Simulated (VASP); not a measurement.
A VASP calculation is set up with these files.

**POSCAR**
```
Cd
1
    1.4900000000    -2.5807560000     0.0000000000
    1.4900000000     2.5807560000     0.0000000000
    0.0000000000     0.0000000000     5.6200000000
Cd
2
Direct
  0.3333330000   0.6666670000   0.2500000000
  0.6666670000   0.3333330000   0.7500000000
```

**KPOINTS**
```
Automatic mesh
0
Gamma
13 13 6
0 0 0
```

**INCAR**
```
SYSTEM = Cd
PREC = Accurate; ENCUT = 400; LREAL = F
LASPH = T
EDIFF = 1E-6; NELM = 100; ALGO = Normal
IMIX = 1; AMIX = 0.05; BMIX = 3.0
LMAXMIX = 4
ISMEAR = 1; SIGMA = 0.1
GGA = PE
ISIF = 2
LWAVE = F; LCHARG = F
```

POTCAR, in this order: Cd (PBE.64 set). Program: vasp_std.

Translate this PBE calculation to Ansatz.

One equivalent input (not run):
Ansatz 0.2 input:
```yaml
crystal:
  lattice:
    - [1.4900000, -2.5807560, 0.0000000]
    - [1.4900000, 2.5807560, 0.0000000]
    - [0.0000000, 0.0000000, 5.6200000]
  atoms:
    - { symbol: Cd, position: [0.3333330, 0.6666670, 0.2500000] }
    - { symbol: Cd, position: [0.6666670, 0.3333330, 0.7500000] }
kpoints:
  mp_grid: { grid: [13, 13, 6] }
hamiltonian:
  xc: pbe
  pseudopotentials: { kind: paw }
scf:
  occupations: { method: methfessel_paxton, width: 0.1 }
  max_iter: 100
output: { forces: true, stress: true, eigenvalues: true }
```
What does not carry over: each code has its own PAW files, so the cut-off isn't converted (ENCUT is set for VASP's; basis.ecutwfc is left out, and Ansatz then takes the one that its files recommend); Ansatz stops its SCF on the density residual and VASP on the energy change (EDIFF).

The compound is Cd in the hcp structure. The cell was not relaxed at this level. The run is one of a series of settings (AMIX = 0.05, BMIX = 3.0, IMIX = 1 against the base run), some of them coarse on purpose.
